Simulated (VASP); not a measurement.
The system is Sr2Fe.

```
Sr Fe
1.0
     0.00000    3.30134    3.30134
     3.30134    0.00000    3.30134
     3.30134    3.30134    0.00000
Sr Fe
2 1
Direct
  0.25000 0.25000 0.25000
  0.75000 0.75000 0.75000
  0.00000 0.00000 0.00000
```

The cell was built by a generator and needn't be a form met in nature.

| Property | Result |
| --- | --- |
| Program | VASP 6.6.1 |
| Task | relaxation of cell and atoms |
| Functional | r2SCAN |
| Potentials or basis | VASP PAW PBE potentials, release 64 (Sr_sv, Fe) |
| Cutoff | 600 eV |
| k mesh | 7 × 7 × 7 |
| Occupations | methfessel-paxton, width 0.1 eV |
| Spin | collinear spin, ferromagnetic start |
| Starting moments | [0.0, 0.0, 3.0] μB |

At the start: pressure 18.5 GPa; volume 23.99 Å³/atom.

Question: How do energy, volume and symmetry change on relaxing?

Answer: Over 6 steps the energy falls by 662.2 meV/atom and the volume is 40.02 Å³/atom (+66.9 %); space group Fm-3m (No. 225, to 0.05 Å); moment 2.64 μB per cell.

Step by step:
```tsv
step	energy change (eV)	largest force (eV/Å)	pressure (GPa)	volume (Å³)
1	0.0000	0.0000	18.53	71.96
2	-1.8674	0.0000	2.84	104.90
3	-1.9797	0.0000	0.58	115.98
4	-1.9865	0.0000	0.08	119.33
5	-1.9865	0.0000	-0.08	120.44
6	-1.9866	0.0000	-0.03	120.07
```

Final structure:
```
Sr Fe
1.0
     0.00000    3.91562    3.91562
     3.91562    0.00000    3.91562
     3.91562    3.91562    0.00000
Sr Fe
2 1
Direct
  0.25000 0.25000 0.25000
  0.75000 0.75000 0.75000
  0.00000 0.00000 0.00000
```

Caveat: the volume moved by over 15 % at a fixed basis, so the end points are rough; the PAW data sets were made with another functional, which shifts forces and pressure a little.
